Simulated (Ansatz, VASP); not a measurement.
# Hf (Hafnium): VASP beside Ansatz

Wanted: the spread between two codes on one cell, functional and k mesh. Of the first pair: The structure shown is the end of the Ansatz relaxation below.

Method: plane waves, with VASP 6.6.1 beside it; single point at LDA and relaxation of cell and atoms at LDA, in Ansatz 0.2.0.

## (1) Set-up

The structure is hexagonal, space group P6_3/mmc (No. 194). The conventional cell has a = 3.087 Å, b = 3.087 Å, c = 4.897 Å, α = 90.00°, β = 90.00°, γ = 120.00°. Hf has 12 Hf at 3.03 to 3.09 Å nearest.

## (2) Ansatz: relaxation, LDA

Ansatz runs on its PAW soft_1 files.

This run makes the geometry at which the two programs are then compared.

Contents of input.yaml:

```yaml
crystal:
  lattice:
    - [3.0890891506, 0.0, 0.0]
    - [-1.5445445753, 2.675229679, 0.0]
    - [0.0, 0.0, 4.8895339865]
  atoms:
    - { symbol: Hf, position: [0.3333333333, 0.6666666667, 0.25] }
    - { symbol: Hf, position: [0.6666666667, 0.3333333333, 0.75] }
kpoints:
  mp_grid: { grid: [15, 15, 8] }
hamiltonian:
  xc: lda
  pseudopotentials: { kind: paw, azcp: { folder: soft_1 }, xc_functional: pbe }
scf:
  occupations: { method: methfessel_paxton, width: 0.2 }
  lower_state_search: "off"
output:
  forces: true
  stress: true
  eigenvalues: true
relax:
  adjacent_minimum: "off"
  f_tol: 0.001
  max_steps: 60
  cell: { stress_tol: 0.01, fix: [volume] }
```

Run with:

```sh
> ansatz run input.yaml --threads 18 --pin off --max-ram 92160MiB --backend cuda --events-out ev --progress --plain --runs-dir out --max-vram 78GiB
```

Numbers of over 12 decimals in the logs are rounded to 6 here.

The log of the run:

```text
Engine: ansatz 0.2.0, aarch64-unknown-linux-gnu
Pseudopotentials: kind: paw
Pseudopotential: Hf, paw, valence charge 26, recommended cutoff 420 eV (normal), soft_1/Hf.paw.azcp
Functional definition: SPW92
  exchange = slater_x
  correlation = pw_c
[...]
Crystal: 2 atoms, lattice volume = 40.407 Å³
Basis set: ecut = 420 eV, 773 PW (Γ)
Bands: 32, of which v1, the nominal top of the filled ones, is band 26 counted from 1 (25 counted from 0)
Symmetry: 24 space group operations
Space group: P63/mmc (ITA 194), of the structure as read, at distance tolerance 3.4e-5 Å
k-points: 135 of 1800
Non-local potential: Hf, projectors of the file, l = 0: 3, l = 1: 2, l = 2: 2, l = 3: 3
PAW form: soft (Blöchl's): semilocal exchange-correlation on the pseudo side does not see the compensation charge
PAW frozen core: Hf, regenerated for the run's functional, and the local potential with it (the file was generated under x = pbe(κ = 0.804, μ = 0.219515), c = pbe(β = 0.066725))
PAW one-centre angular grid: Hf, 590 points (default); XC on 64 Gauss nodes
Initial density: superposition of atomic densities (chi_scale 0.1, normalization cell)
Initial wavefunctions: pseudopotential atomic-orbital guess
[...]
Functional: x = slater, c = lda
SCF iter   1: F=—  HF=-30955.186758 eV  |F-HF|=—  |Δ(HF+E_count)|=         —  Δρ=3.46e-2  dr2=5.52e-1  ethr=3.10e-3  ⟨swp⟩=5.0  Hψ=14842  notcnv=0
preconditioner: auto → Kerker (q_TF=auto, 2.845 Å⁻¹)  [metal: Δε(μ)=0.016 eV  Ē_g=17.007 eV  σ=0.200 eV  W_gap=0.07  n_scr=22 (ndim 8)  ℏωp=40.5 eV  f_vac=0.000  D(μ)=1.33/eV (n_scr^D=8)]
SCF iter   2: F=—  HF=-30955.056260 eV  |F-HF|=—  |Δ(HF+E_count)|=   1.30e-1  S|Δr|=    0.00e0  Δρ=2.13e-2  dr2=2.10e-1  ethr=1.06e-3  ⟨swp⟩=2.6  Hψ=8305  notcnv=0
[...]
SCF iter   8: F=-30954.970294 eV  HF=-30954.970294 eV  |F-HF|=8.52e-9  |Δ(HF+E_count)|=   5.91e-8  S|Δr|=    0.00e0  Δρ=5.01e-6  dr2=1.10e-8  ethr=1.92e-10  ⟨swp⟩=8.3  Hψ=25668  notcnv=0
SCF 1 converged in 8 iterations: F = -30954.970294 eV  dr2 = 1.10e-8
  Residual-converged pass: ⟨swp⟩=1.1  Hψ=4902  notcnv=0  max |occ|·‖R‖ = 4.7e-6 eV (tolerance 6.7e-6 eV)  dr2=1.10e-8  dr2_onsite=1.18e-8  max |Δocc| = 1.0e-7
  greatest PAW one-centre occupation: 0.998 electrons in one spin orbital (limit 2), on the Hf atom at site 1 (counted from 0), in its partial waves of l = 3
relax step   1: F+E_penalty+E_count = -30954.97029414 eV  Δ(F+E_penalty+E_count) = +0.000e0 eV  max|allowed force component| = 1.480e-16 eV/Å  Δτ_max = 0.0000 Å  P = +3.886 GPa  Ω = 40.407 Å³  fix = [volume]  reactions: volume +3.886 GPa  (8 SCF iters, dr2 threshold 1.00e-7 eV, accepted)
[...]
relax step   2: F+E_penalty+E_count = -30954.97034751 eV  Δ(F+E_penalty+E_count) = -5.337e-5 eV  max|allowed force component| = 4.441e-16 eV/Å  Δτ_max = 0.0000 Å  P = +3.860 GPa  Ω = 40.407 Å³  energy of the carried Pulay correction = +1.806e-6 eV  fix = [volume]  reactions: volume +3.860 GPa  (3 SCF iters, dr2 threshold 1.14e-7 eV, accepted)
[...]
relax step   3: F+E_penalty+E_count = -30954.97035863 eV  Δ(F+E_penalty+E_count) = -1.111e-5 eV  max|allowed force component| = 1.388e-16 eV/Å  Δτ_max = 0.0000 Å  P = +3.868 GPa  Ω = 40.407 Å³  energy of the carried Pulay correction = +1.266e-6 eV  fix = [volume]  reactions: volume +3.868 GPa  (4 SCF iters, dr2 threshold 2.08e-8 eV, accepted)
[...]
relax step   4: F+E_penalty+E_count = -30954.97035722 eV  Δ(F+E_penalty+E_count) = +1.410e-6 eV  max|allowed force component| = 1.573e-16 eV/Å  Δτ_max = 0.0000 Å  P = +3.868 GPa  Ω = 40.407 Å³  fix = [volume]  reactions: volume +3.868 GPa  stress off target by 2.94e-4 GPa on what of the cell is left free  SCF on the basis re-selected at this cell (its energy is not comparable with the rows above)  (5 SCF iters)
basis re-selected at this cell: Δ(F+E_penalty+E_count) = +1.410e-6 eV, ΔP = -0.000 GPa vs the last step (what re-selecting the basis moved, of the pressure what is left beyond the Pulay correction that the steps carried, after the strain that the cell walked since its last selection, with what the two solves' SCF thresholds leave and, on support functions, any second-order correction that the steps lacked; it is no m [...]
SCF converged after 5 iterations
Stability not checked: this state was not tested for a lower state beside it, because cold or Methfessel-Paxton smearing, or corrected tetrahedra, fill the levels in a way that the test cannot read (fill_not_monotonic; see scf.lower_state_search)
Free energy (F): -30954.970357 eV
Harris-Foulkes:  -30954.970357 eV  (|F-HF|=7.28e-12)
Internal energy: -30954.972959 eV  (E = F + TS)
E sigma→0 (E₀):  -30954.971008 eV
Entropy (-TS):   0.002601 eV (1.301 meV/atom)
Fermi energy:    19.982162 eV
--- Per-component energies (eV) ---
  E_band       = 83.376865
  E_kinetic    = 827.755860
  E_local      = -12099.129501  (includes V_loc(G=0)·N_el)
  E_nonlocal   = 142.761595
  E_hartree    = 5929.790389
  E_xc         = -532.018030
  E_vxc        = -514.029765  (∫ρ·V_xc dr)
  E_paw        = -14908.012783  (= ΣΔE_a)
  E_vpaw       = -133.562289  (= ΣTr[D̂ρ^β])
  E_aug_tail   = 0.000218  (compensation charges beyond the density's cutoff)
  E_ewald      = -10321.034882
  E_core_change = 4.914176  (= ΣΔE_core)
  E_smearing   = 0.002601  (= −TS)
  E_closure    = 0.000000  (closes the sum)
  Σ components = -30954.970357   (vs F -30954.970357, Δ=0.00e0)
--- Forces (eV/Å), atoms counted from 1 ---
  atom   1  Hf    -0.00000000     0.00000000     0.00000000
  atom   2  Hf    -0.00000000    -0.00000000    -0.00000000
  max |Σ_I F_I| component: 1.11e-16 eV/Å
--- Stress (GPa, compression-positive) ---
        3.867769       0.000000       0.000000
        0.000000       3.867769      -0.000000
        0.000000      -0.000000       3.867328
  P = ⅓ Tr σ = 3.8676 GPa (38.676 kbar)
--- Band table (eV; the first three rows and the last of 135) ---
  k-point 0: bands = [... 22 lower, 12.2694, 15.9018, 21.0798, 21.0798, 21.1067, 21.3643, 22.0014, 22.0014, ... 2 higher]
  k-point 1: bands = [... 22 lower, 12.4323, 15.8576, 20.8311, 20.9883, 20.9883, 21.2290, 21.8678, 21.8678, ... 2 higher]
  k-point 2: bands = [... 22 lower, 12.8997, 15.6592, 20.2929, 20.8570, 20.8570, 20.8709, 21.5550, 21.5550, ... 2 higher]
  k-point 134: bands = [... 22 lower, 17.9639, 17.9639, 18.3786, 18.3786, 19.9161, 19.9161, 22.5818, 22.5818, ... 2 higher]
--- Relaxed structure (3 steps of the walk, 3 accepted, 1 SCFs on fresh bases) ---
  F+E_penalty+E_count = -30954.97035722 eV   max|allowed force component| = 1.573e-16 eV/Å   (the final SCF, on the basis selected at the relaxed cell)
  cell:  # Å, volume = 40.4072 Å³
    - [3.086668, 0.0, 0.0]
    - [-1.543334, 2.673133, 0.0]
    - [0.0, 0.0, 4.897208]
  atoms:
    - { symbol: Hf, position: [0.333333, 0.666667, 0.250000] }
    - { symbol: Hf, position: [0.666667, 0.333333, 0.750000] }
```

The column dr2 measures how far the density is from self-consistency, as an energy; F and HF (Harris–Foulkes) agree once it is small.

## (3) VASP: single point, LDA, pair 1

The same cell, functional (in two slightly different forms), mesh and smearing now go to VASP, with its own data sets.

Lines of VASP's logs that name or quote its potential files are left out, and so is its time.

Contents of INCAR:

```
SYSTEM = Hf
PREC = Accurate
ENCUT = 500
EDIFF = 1E-06
NELM = 120
ISMEAR = 1
SIGMA = 0.2
LREAL = .FALSE.
ALGO = Normal
GGA = CA
NBANDS = 16
LASPH = .TRUE.
LORBIT = 11
LWAVE = .FALSE.
LCHARG = .FALSE.
ISIF = 2
GGA_COMPAT = .FALSE.
KPAR = 2
```

Contents of POSCAR:

```
Hf
1.0
    3.0866678378      0.0000000000      0.0000000000
   -1.5433339189      2.6731327606      0.0000000000
    0.0000000000      0.0000000000      4.8972081097
Hf
2
Direct
    0.3333333333      0.6666666667      0.2500000000
    0.6666666667      0.3333333333      0.7500000000
```

Contents of KPOINTS:

```
Automatic mesh
0
Gamma
15 15 8
0 0 0
```

The projector-augmented-wave data sets are Hf_pv (LDA family, release 64).

Run with:

```sh
> mpirun -np 2 vasp_std
```

The log of the run:

```text
[banner, memory and clock lines left out]
running    2 mpi-ranks, on    1 nodes
 distrk:  each k-point on    1 cores,    2 groups
 distr:  one band on    1 cores,    1 groups

 POSCAR found type information on POSCAR Hf
 POSCAR found :  1 types and       2 ions
 LDA part: xc-table for (Slater(with rela. corr.)+CA(PZ))
 , standard interpolation
 POSCAR, INCAR and KPOINTS ok, starting setup
 FFT: planning ... GRIDC
 FFT: planning ... GRID_SOFT
 FFT: planning ... GRID
 WAVECAR not read
 entering main loop
       N       E                     dE             d eps       ncg     rms          rms(c)
DAV:   1     0.465360358029E+02    0.46536E+02   -0.11402E+04  4344   0.117E+03
DAV:   2    -0.205813233476E+02   -0.67117E+02   -0.65656E+02  5752   0.252E+02
DAV:   3    -0.220350868076E+02   -0.14538E+01   -0.14488E+01  5744   0.259E+01
DAV:   4    -0.220445678983E+02   -0.94811E-02   -0.94798E-02  5304   0.253E+00
DAV:   5    -0.220446745232E+02   -0.10662E-03   -0.10662E-03  5680   0.222E-01    0.697E+01
DAV:   6    -0.215572452211E+02    0.48743E+00   -0.40578E-01  5160   0.429E+00    0.411E+01
DAV:   7    -0.213807720465E+02    0.17647E+00   -0.65309E-01  5280   0.525E+00    0.189E+00
DAV:   8    -0.213729118549E+02    0.78602E-02   -0.39512E-02  4984   0.141E+00    0.339E-01
DAV:   9    -0.213729875135E+02   -0.75659E-04   -0.86731E-04  5848   0.215E-01    0.172E-01
DAV:  10    -0.213729853726E+02    0.21409E-05   -0.44111E-05  5000   0.484E-02    0.208E-01
DAV:  11    -0.213729819152E+02    0.34574E-05   -0.49082E-06  5328   0.151E-02    0.124E-02
DAV:  12    -0.213729818792E+02    0.35976E-07   -0.39444E-07  3032   0.462E-03
   1 F= -.21372982E+02 E0= -.21373759E+02  d E =0.233184E-02
```

Parts of OUTCAR (step 3):

```text
ion  position               nearest neighbor table
   1  0.333  0.667  0.250-   2 3.03   2 3.03   2 3.03   2 3.03   2 3.03   2 3.03
   2  0.667  0.333  0.750-   1 3.03   1 3.03   1 3.03   1 3.03   1 3.03   1 3.03

  LATTYP: Found a hexagonal cell.
 ALAT       =     3.0866678378
 C/A-ratio  =     1.5865679001

 Subroutine GETGRP returns: Found 24 space group operations
 (whereof 12 operations were pure point group operations)

The static configuration has the point symmetry D_3d.
 The point group associated with its full space group is D_6h.

 Found    135 irreducible k-points:

   k-points           NKPTS =    135   k-points in BZ     NKDIM =    135   number of bands    NBANDS=     16

   dimension x,y,z NGX =    24 NGY =   24 NGZ =   36
   dimension x,y,z NGXF=    48 NGYF=   48 NGZF=   72

   ENCUT  =  500.0 eV  36.75 Ry    6.06 a.u.   5.63  5.63  8.93*2*pi/ulx,y,z

   NELECT =      20.0000    total number of electrons

 k-points in reciprocal lattice and weights: Automatic mesh
   0.00000000  0.00000000  0.00000000       0.001
   0.06666667 -0.00000000  0.00000000       0.003
   0.13333333  0.00000000  0.00000000       0.003
   0.20000000  0.00000000  0.00000000       0.003
   0.26666667  0.00000000  0.00000000       0.003
   0.33333333  0.00000000  0.00000000       0.003
   0.40000000  0.00000000  0.00000000       0.003
   0.46666667  0.00000000  0.00000000       0.003
   0.06666667  0.06666667  0.00000000       0.003
[...]
0.33333333  0.26666667  0.50000000       0.007
   0.33333333  0.33333333  0.50000000       0.001

 average (electrostatic) potential at core
       1 -36.6161       2 -36.6161

 E-fermi :   5.5637

 k-point     1 :       0.0000    0.0000    0.0000
  band No.  band energies     occupation
    ...
      4     -24.1483      2.00000
      5     -24.1466      2.00000
      6     -24.1466      2.00000
      7      -2.1129      2.00000
      8       1.4953      2.00000
      9       6.6650     -0.00000
     10       6.6650     -0.00000
     11       6.7224     -0.00000
     12       6.9459     -0.00000
     13       7.5879     -0.00000
    ...

 k-point     2 :       0.0667   -0.0000    0.0000
  band No.  band energies     occupation
    ...
      4     -24.1852      2.00000
      5     -24.1557      2.00000
      6     -24.1513      2.00000
      7      -1.9587      2.00000
      8       1.6468      2.00000
      9       6.2505     -0.00001
     10       6.4668     -0.00000
     11       6.8095     -0.00000
     12       7.2670     -0.00000
     13       7.4304     -0.00000
    ...

 k-point     3 :       0.1333    0.0000    0.0000
  band No.  band energies     occupation
    ...
      4     -24.2920      2.00000
      5     -24.1778      2.00000
      6     -24.1651      2.00000
      7      -1.5136      2.00000
      8       2.0668      2.00000
      9       5.6499      0.34016
     10       5.8161     -0.07050
     11       6.9906     -0.00000
     12       7.2381     -0.00000
     13       7.7444     -0.00000
    ...

  Total        1.0032332      1.0032332      0.9976893     -0.0000000      0.0000000      0.0000000
  in kB       39.7789652     39.7789652     39.5591458     -0.0000000      0.0000000      0.0000000
  external PRESSURE =      39.7056921 kB  Pullay stress =       0.0000000 kB

  energy-cutoff  :      500.00
  volume of cell :       40.41
      direct lattice vectors                 reciprocal lattice vectors
     3.086667838  0.000000000  0.000000000     0.323973959  0.187046453  0.000000000
    -1.543333919  2.673132761  0.000000000     0.000000000  0.374092905  0.000000000
     0.000000000  0.000000000  4.897208110     0.000000000  0.000000000  0.204197979

 POSITION                                       TOTAL-FORCE (eV/Angst)
 -----------------------------------------------------------------------------------
     -0.00000      1.78209      1.22430        -0.000000      0.000000      0.000000
      1.54333      0.89104      3.67291         0.000000      0.000000      0.000000
 -----------------------------------------------------------------------------------
    total drift:                                0.000000     -0.000000      0.000000

  FREE ENERGIE OF THE ION-ELECTRON SYSTEM (eV)
  ---------------------------------------------------
  free  energy   TOTEN  =       -21.3729818792 eV

  energy  without entropy=      -21.3753137167  energy(sigma->0) =      -21.37375916

 total charge
# of ion       s       p       d       tot
------------------------------------------
    1        0.421   6.420   1.717   8.559
    2        0.421   6.420   1.717   8.559
--------------------------------------------------
tot          0.843  12.841   3.434  17.117

[... 3 further parts left out ...]
```

The run ends at a pressure of 3.97 GPa.

## (4) Differences

Known differences besides the potentials themselves: the two LDA forms differ slightly; the data sets hold 52 valence electrons in Ansatz (on its PAW soft_1 files) and 20 in VASP; the cutoff is 420 eV in Ansatz and 500 eV in VASP; VASP's log shows a relativistic correction to its local exchange, Ansatz's none; Ansatz's pressure holds a Pulay correction, VASP's none. Total energies have different zeros and are not compared.

The two programs side by side:

| quantity | Ansatz | VASP | difference |
| --- | --- | --- | --- |
| pressure (GPa) | 3.87 | 3.97 | -0.10 |

## (5) Ansatz: relaxation, LDA

This run makes the geometry at which the two programs are then compared. The cell compared in this pair holds 41.03 Å³, against 40.41 Å³ for the pair before.

The structure compared here is the end of the Ansatz relaxation.

Changes to input.yaml since step 2:

```diff
@@ -2,5 +2,5 @@
   lattice:
-    - [3.0890891506, 0.0, 0.0]
-    - [-1.5445445753, 2.675229679, 0.0]
-    - [0.0, 0.0, 4.8895339865]
+    - [3.1049309104, 0.0, 0.0]
+    - [-1.5524654552, 2.6889490454, 0.0]
+    - [0.0, 0.0, 4.9146089583]
   atoms:
```

Run with:

```sh
> ansatz run input.yaml --threads 18 --pin off --max-ram 92160MiB --backend cuda --events-out ev --progress --plain --runs-dir out --max-vram 78GiB
```

The log of the run:

```text
[...]
Crystal: 2 atoms, lattice volume = 41.032 Å³
Basis set: ecut = 420 eV, 785 PW (Γ)
Bands: 32, of which v1, the nominal top of the filled ones, is band 26 counted from 1 (25 counted from 0)
Symmetry: 24 space group operations
[...]
k-points: 135 of 1800
[...]
k-point 134: bands = [... 22 lower, 17.6608, 17.6608, 18.0654, 18.0654, 19.5618, 19.5618, 22.2237, 22.2237, ... 2 higher]
--- Relaxed structure (3 steps of the walk, 3 accepted, 1 SCFs on fresh bases) ---
[...]
cell:  # Å, volume = 41.0321 Å³
    - [3.103789, 0.0, 0.0]
    - [-1.551895, 2.687960, 0.0]
    - [0.0, 0.0, 4.918226]
  atoms:
    - { symbol: Hf, position: [0.333333, 0.666667, 0.250000] }
    - { symbol: Hf, position: [0.666667, 0.333333, 0.750000] }
[key lines of the parts left out:]
SCF converged after 5 iterations
Free energy (F): -30954.981502 eV
Fermi energy:    19.644852 eV
P = ⅓ Tr σ = 1.8709 GPa (18.709 kbar)
```

## (6) VASP: single point, LDA, pair 2

The same cell, functional (in two slightly different forms), mesh and smearing now go to VASP, with its own data sets.

INCAR is that of step 3.

Contents of POSCAR:

```
Hf
1.0
    3.1037891063      0.0000000000      0.0000000000
   -1.5518945531      2.6879602140      0.0000000000
    0.0000000000      0.0000000000      4.9182255397
Hf
2
Direct
    0.3333333333      0.6666666667      0.2500000000
    0.6666666667      0.3333333333      0.7500000000
```

KPOINTS is that of step 3.

Run with:

```sh
> mpirun -np 2 vasp_std
```

The log of the run:

```text
[... set-up lines as in an earlier step ...]
 entering main loop
       N       E                     dE             d eps       ncg     rms          rms(c)
DAV:   1     0.454803531851E+02    0.45480E+02   -0.11489E+04  4328   0.117E+03
DAV:   2    -0.205833740753E+02   -0.66064E+02   -0.64584E+02  5744   0.248E+02
DAV:   3    -0.220625263380E+02   -0.14792E+01   -0.14692E+01  5680   0.258E+01
DAV:   4    -0.220725188473E+02   -0.99925E-02   -0.99909E-02  5264   0.258E+00
[...]
DAV:  10    -0.213846527264E+02    0.27376E-05   -0.44724E-05  5016   0.485E-02    0.205E-01
DAV:  11    -0.213846493848E+02    0.33416E-05   -0.47529E-06  5344   0.147E-02    0.123E-02
DAV:  12    -0.213846493474E+02    0.37377E-07   -0.39100E-07  2976   0.458E-03
   1 F= -.21384649E+02 E0= -.21385570E+02  d E =0.276206E-02
```

From OUTCAR (step 6):

```text
  Total        0.5044963      0.5044963      0.4978787      0.0000000      0.0000000      0.0000000
  in kB       19.6990399     19.6990399     19.4406454      0.0000000      0.0000000      0.0000000
  external PRESSURE =      19.6129084 kB  Pullay stress =       0.0000000 kB

 POSITION                                       TOTAL-FORCE (eV/Angst)
 -----------------------------------------------------------------------------------
     -0.00000      1.79197      1.22956         0.000000      0.000000      0.000000
      1.55189      0.89599      3.68867        -0.000000      0.000000      0.000000
 -----------------------------------------------------------------------------------
    total drift:                               -0.000000      0.000000     -0.000000

  FREE ENERGIE OF THE ION-ELECTRON SYSTEM (eV)
  ---------------------------------------------------
  free  energy   TOTEN  =       -21.3846493474 eV

  energy  without entropy=      -21.3874114053  energy(sigma->0) =      -21.38557003

[... 1 part as in an earlier step ...]

[... 2 further parts left out ...]
[key lines of the parts left out:]
E-fermi :   5.4448
```

The run ends at a pressure of 1.96 GPa.

## (7) Side by side

What differs besides the data sets and the points named for the pairs above, as far as they apply: the data sets hold 52 valence electrons in Ansatz (on its PAW soft_1 files) and 20 in VASP. Total energies have different zeros and are not compared.

Compared:

| quantity | Ansatz | VASP | difference |
| --- | --- | --- | --- |
| pressure (GPa) | 1.87 | 1.96 | -0.09 |

(Part 1 of 2 ends here.)

[Lines on the potential files, build, host, timing and source positions are cut from VASP's logs without a mark.]

[Logs are printed without paths, hosts, clocks, repeated set-up lines and the standing remarks that a program may print on its own settings, such as how far it seeks lower states.]

[Hosts, paths, dates, database ids (printed as entryN), source tags and the programs' standing remarks are cut or masked in the printed files.]
